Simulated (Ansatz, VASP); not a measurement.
# Co2S in VASP and in Ansatz

```
Co S
1.0
     3.91227    0.00000    0.00000
    -1.95613    3.38812    0.00000
     0.00000    0.00000    2.93658
Co S
2 1
Direct
  0.33333 0.66667 0.50000
  0.66667 0.33333 0.50000
  0.00000 0.00000 0.00000
```

Alike in both runs: functional PBE; k mesh 12 × 12 × 16; occupations gaussian, width 0.1 eV; collinear spin.

Ansatz relaxed the structure, and its values are those at the end. VASP's run is a single point on that final structure, the one shown.

|  | VASP | Ansatz |
| --- | --- | --- |
| version | VASP 6.6.1 | Ansatz 0.2.0 |
| potentials or method | VASP PAW PBE potentials, release 64 (Co, S) | scalar-relativistic, plane waves, PAW |
| plane-wave cutoff (eV) | 520 | 420 |
| valence electrons in the cell | 24 | 40 |

Ansatz gave:

* gap on the k mesh at the Fermi level (eV): none
* pressure (GPa): 0.0
* net moment per atom (μB): 1.25
* size of the moment on the site where the two differ most (μB): 1.81

**Question.** Which values does VASP return?

**Answer.** gap on the k mesh at the Fermi level (eV): none; pressure (GPa): -0.4; net moment per atom (μB): 1.25; size of the moment on the site where the two differ most (μB): 1.79.

Site moments also hang on the region over which each program counts them. A gap of «none» marks a metal or a gap that the smearing closes. The two sets of potentials don't hold the same shells in valence.
